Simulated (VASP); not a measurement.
# Li5Ge (I4/mmm) in VASP: single point with PBE

Aim: the single point of Li5Ge with PBE.

Program: VASP 6.6.1. These are calculated values, not measurements. Logs are shortened: lines on timing, memory, paths and dates and some standing lists are left out, and cuts for length are marked.

### 1 The cell of the first run

Symmetry: I4/mmm, No. 139, tetragonal system. The conventional cell has a = 7.967 Å, b = 7.967 Å, c = 4.979 Å, α = 90.00°, β = 90.00°, γ = 90.00°. Around Li (site symmetry m2m) lie 1 Ge at 2.45 Å. Li (site symmetry 4/mmm) is surrounded by 2 Ge at 2.49 Å. Ge (site symmetry 4/mmm) is surrounded by 6 Li at 2.45 to 2.49 Å.

The cell was built by a generator and needn't be a form met in nature.

### 2 Single point, PBE (random cell by space group and Wyckoff sites (I4/mmm, No. 139))

The input, INCAR:

```
SYSTEM = Li5Ge
PREC     = Accurate       ! precision mode
ENCUT    = 520            ! plane-wave cutoff, eV
EDIFF    = 1E-6           ! SCF threshold, eV
ISMEAR   = 0              ! smearing method
SIGMA    = 0.1            ! smearing width, eV
LREAL    = .False.        ! projectors in reciprocal space
LASPH    = .True.         ! aspherical terms in the spheres
NELM     = 100            ! most SCF steps
ALGO     = Fast           ! electronic algorithm
ISIF     = 2              ! what is computed and relaxed
LWAVE    = .False.        ! write WAVECAR
LCHARG   = .False.        ! write CHGCAR
GGA      = PE             ! functional
NBANDS   = 24             ! bands
```

The input, KPOINTS:

```
regular mesh
0
Gamma
  10 10 10
  0 0 0
```

The input, POSCAR:

```
Li5Ge
1.0
   -3.9833607926      3.9833607926      2.4897300854
    3.9833607926     -3.9833607926      2.4897300854
    3.9833607926      3.9833607926     -2.4897300854
Li Ge
5 1
Direct
    0.0000000000      0.6928361824      0.6928361824
    0.0000000000      0.3071638176      0.3071638176
    0.6928361824      0.0000000000      0.6928361824
    0.3071638176      0.0000000000      0.3071638176
    0.5000000000      0.5000000000      0.0000000000
    0.0000000000      0.0000000000      0.0000000000
```

Potentials or basis: VASP PAW PBE potentials, release 64 (Li_sv, Ge_d).

Launch:

```
$ cat potpaw_PBE.64/Li_sv/POTCAR potpaw_PBE.64/Ge_d/POTCAR > POTCAR
$ mpirun -np 1 vasp_std > vasp.out
```

OUTCAR:

```text
SYSTEM = Li5Ge
   PREC = Accurate
   ENCUT = 520
   EDIFF = 1E-6
   ISMEAR = 0
   LREAL = .False.
   LASPH = .True.
   NELM = 100
   ISIF = 2
   GGA = PE

 ion  position               nearest neighbor table
   1  0.000  0.693  0.693-   6 2.45
   2  0.000  0.307  0.307-   6 2.45
   3  0.693  0.000  0.693-   6 2.45
   4  0.307  0.000  0.307-   6 2.45
   5  0.500  0.500  0.000-   6 2.49   6 2.49
   6  0.000  0.000  0.000-   1 2.45   2 2.45   3 2.45   4 2.45   5 2.49   5 2.49

  LATTYP: Found a body centered tetragonal cell.
 ALAT       =     7.9667215852
 C/A-ratio  =     0.6250325328

  Lattice vectors:

 A1 = (  -3.9833607926,   3.9833607926,   2.4897300854)
 A2 = (   3.9833607926,  -3.9833607926,   2.4897300854)
 A3 = (   3.9833607926,   3.9833607926,  -2.4897300854)

Analysis of symmetry for initial positions (statically):
=====================================================================
 Subroutine PRICEL returns:
 Original cell was already a primitive cell.

 Routine SETGRP: Setting up the symmetry group for a
 body centered tetragonal supercell.

 Subroutine GETGRP returns: Found 16 space group operations
 (whereof 16 operations were pure point group operations)
 out of a pool of 16 trial point group operations.

The static configuration has the point symmetry D_4h.

Analysis of symmetry for dynamics (positions and initial velocities):
=====================================================================
 Subroutine PRICEL returns:
 Original cell was already a primitive cell.

 Routine SETGRP: Setting up the symmetry group for a
 body centered tetragonal supercell.

 Subroutine GETGRP returns: Found 16 space group operations
 (whereof 16 operations were pure point group operations)
 out of a pool of 16 trial point group operations.

The dynamic configuration has the point symmetry D_4h.

 Subroutine INISYM returns: Found 16 space group operations
 (whereof 16 operations are pure point group operations),
 and found     1 'primitive' translations

----------------------------------------------------------------------------------------

                                     Primitive cell

  volume of cell :     158.0198

  direct lattice vectors                    reciprocal lattice vectors
    -3.983360793  3.983360793  2.489730085     0.000000000  0.125522147  0.200824982
     3.983360793 -3.983360793  2.489730085     0.125522147  0.000000000  0.200824982
     3.983360793  3.983360793 -2.489730085     0.125522147  0.125522147  0.000000000

  length of vectors
     6.158983870  6.158983870  6.158983870     0.236825849  0.236825849  0.177515123

  position of ions in fractional coordinates (direct lattice)
     0.000000000  0.692836182  0.692836182
     0.000000000  0.307163818  0.307163818
     0.692836182  0.000000000  0.692836182
     0.307163818  0.000000000  0.307163818
     0.500000000  0.500000000  0.000000000
     0.000000000  0.000000000  0.000000000

  ion indices of the primitive-cell ions
   primitive index   ion index
                 1           1
                 2           2
                 3           3
                 4           4
                 5           5
                 6           6

----------------------------------------------------------------------------------------

 KPOINTS: regular mesh

Automatic generation of k-mesh.
 Grid dimensions read from file:
 generate k-points for:   10   10   10

 Generating k-lattice:

  Cartesian coordinates                     Fractional coordinates (reciprocal lattice)
     0.000000000  0.012552215  0.020082498     0.100000000  0.000000000 -0.000000000
     0.012552215  0.000000000  0.020082498     0.000000000  0.100000000 -0.000000000
     0.012552215  0.012552215  0.000000000     0.000000000  0.000000000  0.100000000

  Length of vectors
     0.023682585  0.023682585  0.017751512

  Shift w.r.t. Gamma in fractional coordinates (k-lattice)
     0.000000000  0.000000000  0.000000000

 Subroutine IBZKPT returns following result:
 ===========================================

 Found    102 irreducible k-points:

 Following reciprocal coordinates:
            Coordinates               Weight
  0.000000  0.000000  0.000000      1.000000
  0.100000  0.000000  0.000000      8.000000
  0.200000  0.000000  0.000000      8.000000
  0.300000 -0.000000  0.000000      8.000000
  0.400000  0.000000  0.000000      8.000000
  0.500000  0.000000  0.000000      4.000000
[... 16 lines left out ...]
  0.300000  0.300000  0.000000      8.000000
  0.400000  0.300000  0.000000     16.000000
 [... further k-points ...]
   k-points           NKPTS =    102   k-points in BZ     NKDIM =    102   number of bands    NBANDS=     24
   number of dos      NEDOS =    301   number of ions     NIONS =      6
   total plane-waves  NPLWV = 110592
   dimension x,y,z NGX =    48 NGY =   48 NGZ =   48
   dimension x,y,z NGXF=    96 NGYF=   96 NGZF=   96
   ions per type =               5   1
   NGX,Y,Z   is equivalent  to a cutoff of  12.96, 12.96, 12.96 a.u.
   NGXF,Y,Z  is equivalent  to a cutoff of  25.91, 25.91, 25.91 a.u.
 SYSTEM =  Li5Ge
   PREC   = accura    normal or accurate (medium, high low for compatibility)
   ISTART =      0    job   : 0-new  1-cont  2-samecut
   ICHARG =      2    charge: 1-file 2-atom 10-const
   ISPIN  =      1    spin polarized calculation?
   LNONCOLLINEAR =      F non collinear calculations
   LSORBIT =      F    spin-orbit coupling
   LASPH  =      T    aspherical Exc in radial PAW
   ENCUT  =  520.0 eV  38.22 Ry    6.18 a.u.  11.45 11.45 11.45*2*pi/ulx,y,z
   NELM   =    100;   NELMIN=  2; NELMDL= -5     # of ELM steps
   EDIFF  = 0.1E-05   stopping-criterion for ELM
   LREAL  =      F    real-space projection
[... 7 lines left out ...]
   TEBEG  =    0.0;   TEEND  =   0.0 temperature during run
   PSTRESS=    0.0 pullay stress
   NELECT =      29.0000    total number of electrons
   NUPDOWN=      -1.0000    fix difference up-down
   EMIN   =  10.00;   EMAX   =-10.00  energy-range for DOS
   EFERMI =   0.00;   METHOD = LEGACY
   ISMEAR =     0;   SIGMA  =   0.10  broadening in eV -4-tet -1-fermi 0-gaus
   EFERMI_NEDOS =   21; number of points for ismear=-14 and -15
   IALGO  =     68    algorithm
   IMIX   =      4    mixing-type and parameters
     AMIX     =   0.40;   BMIX     =  1.00
     AMIX_MAG =   1.60;   BMIX_MAG =  1.00
  volume/ion in A,a.u.               =      26.34       177.73
  Fermi-wavevector in a.u.,A,eV,Ry     =   0.930330  1.758069 11.776029  0.865514
  Thomas-Fermi vector in A             =   2.056707
   LORBIT       =      0    0 simple, 1 ext, 2 COOP (PROOUT), +10 PAW based schemes
   GGA     = PE    functional components
   LHFCALC =     F    Hartree Fock is set to
   AEXX    =    0.0000 exact exchange contribution
   IVDW    =     0    specifies the selected vdW correction
   LEPSILON=     F    determine dielectric tensor
   LRPA    =     F    only Hartree local field effects (RPA)
 non-spin polarized calculation
 RMM-DIIS sequential band-by-band and
 Gauss-broadening in eV      SIGMA  =   0.10
  energy-cutoff  :      520.00
  volume of cell :      158.02
 maximum number of plane-waves:      4287
 NGX is ok and might be reduce to    48
   NGX = 23   NGY = 23   NGZ = 23

 number of electron      28.9999989 magnetization

 Free energy of the ion-electron system (eV)
  ---------------------------------------------------
  ext. energy  EPLUGINS =         0.00000000
  ---------------------------------------------------
  free energy    TOTEN  =       -13.52781326 eV

  energy without entropy =      -13.50360198  energy(sigma->0) =      -13.51570762

 E-fermi :  -0.0084     XC(G=0):  -6.7143

 val. band max:       -0.0094688616   @ k =   0.5000   0.5000   0.1000
 cond. band min:       0.0164417106   @ k =  -0.1000   0.5000   0.1000
 fundamental gap:      0.0259105722
 Fermi energy:        -0.0083655277

 k-point     1 :       0.0000    0.0000    0.0000
  band No.  band energies     occupation
      1     -46.5233      2.00000
      2     -46.5172      2.00000
      3     -46.5172      2.00000
      4     -46.5170      2.00000
      5     -45.7948      2.00000
      6     -23.0810      2.00000
[... 16 lines left out ...]
     23       4.5767      0.00000
     24       6.2008      0.00000

 k-point     2 :       0.1000    0.0000    0.0000
  band No.  band energies     occupation
      1     -46.5231      2.00000
      2     -46.5174      2.00000
      3     -46.5172      2.00000
      4     -46.5170      2.00000
      5     -45.7948      2.00000
      6     -23.0810      2.00000
[... 16 lines left out ...]
     23       5.0311      0.00000
     24       6.1684      0.00000

 k-point     3 :       0.2000    0.0000    0.0000
  band No.  band energies     occupation
      1     -46.5226      2.00000
      2     -46.5178      2.00000
      3     -46.5172      2.00000
      4     -46.5171      2.00000
      5     -45.7948      2.00000
      6     -23.0810      2.00000
[... 16 lines left out ...]
     23       5.9374      0.00000
     24       6.3775      0.00000
[... 514 lines left out ...]
 k-point    23 :       0.3000    0.3000    0.0000
  band No.  band energies     occupation
      1     -46.5206      2.00000
      2     -46.5197      2.00000
      3     -46.5177      2.00000
      4     -46.5167      2.00000
      5     -45.7947      2.00000
      6     -23.0810      2.00000
[... 16 lines left out ...]
     23       5.6220      0.00000
     24       6.3964      0.00000

 k-point    24 :       0.4000    0.3000    0.0000
  band No.  band energies     occupation
      1     -46.5214      2.00000
      2     -46.5190      2.00000
      3     -46.5177      2.00000
      4     -46.5166      2.00000
      5     -45.7948      2.00000
      6     -23.0810      2.00000
[... 16 lines left out ...]
     23       5.9587      0.00000
     24       6.2183      0.00000

 [... further k-points ...]

------------------------ aborting loop because EDIFF is reached ----------------------------------------

  FORCE on cell =-STRESS in cart. coord.  units (eV):
  Direction    XX          YY          ZZ          XY          YZ          ZX
  --------------------------------------------------------------------------------------
  -------------------------------------------------------------------------------------
  Total       -0.0656272     -0.0656272     -0.0554918      0.0000000      0.0000000      0.0000000
  in kB       -0.6654001     -0.6654001     -0.5626364      0.0000000      0.0000000      0.0000000
  external PRESSURE =      -0.6311455 kB  Pullay stress =       0.0000000 kB

 VOLUME and BASIS-vectors are now :
 -----------------------------------------------------------------------------
  energy-cutoff  :      520.00
  volume of cell :      158.02
      direct lattice vectors                 reciprocal lattice vectors
    -3.983360793  3.983360793  2.489730085     0.000000000  0.125522147  0.200824982
     3.983360793 -3.983360793  2.489730085     0.125522147  0.000000000  0.200824982
     3.983360793  3.983360793 -2.489730085     0.125522147  0.125522147  0.000000000

 POSITION                                       TOTAL-FORCE (eV/Angst)
 -----------------------------------------------------------------------------------
      5.51963      0.00000      0.00000         0.004613     -0.000000      0.000000
      2.44709      0.00000      0.00000        -0.004613      0.000000      0.000000
      0.00000      5.51963      0.00000        -0.000000      0.004613      0.000000
      0.00000      2.44709      0.00000        -0.000000     -0.004613      0.000000
      0.00000      0.00000      2.48973        -0.000000     -0.000000      0.000000
      0.00000      0.00000      0.00000        -0.000000      0.000000     -0.000000
 -----------------------------------------------------------------------------------
    total drift:                               -0.000000      0.000000      0.000000

  FREE ENERGIE OF THE ION-ELECTRON SYSTEM (eV)
  ---------------------------------------------------
  free  energy   TOTEN  =       -13.5278132610 eV

  energy  without entropy=      -13.5036019760  energy(sigma->0) =      -13.51570762
```

It took 19 min on 1 thread of Intel Xeon Platinum 8488C (Sapphire Rapids), shared host; peak memory 0.54 GiB.

Results:

| Item | Value |
| --- | --- |
| Free energy | -13.5278 eV |
| Largest force | 0.005 eV/Å |
| Band gap on the k mesh | none (metal or under the smearing width) |

Forces in eV/Å, atoms in the order of the input:
```
Li   0.005  0.000  0.000
Li  -0.005  0.000  0.000
Li   0.000  0.005  0.000
Li   0.000 -0.005  0.000
Li   0.000  0.000  0.000
Ge   0.000  0.000  0.000
```

Levels at points of the mesh, in eV from the Fermi level:
| k point | band 13 | band 14 | band 15 | band 16 | band 17 | band 18 |
| --- | --- | --- | --- | --- | --- | --- |
| (0.00, 0.00, 0.00) | -0.48 | -0.48 | -0.09 | 1.44 | 3.13 | 3.19 |
| (0.50, 0.00, 0.00) | -0.51 | -0.32 | -0.27 | 0.73 | 0.99 | 3.56 |
| (0.50, 0.50, 0.00) | -0.44 | -0.23 | 0.09 | 0.60 | 2.47 | 3.09 |
| (0.50, 0.50, 0.50) | -1.59 | -0.92 | -0.48 | 3.00 | 3.21 | 3.24 |

Caveat: the cutoff is under 1.25 times the usual one of these potentials, so pressure, stress and relaxed cells hold a basis-set (Pulay) error.
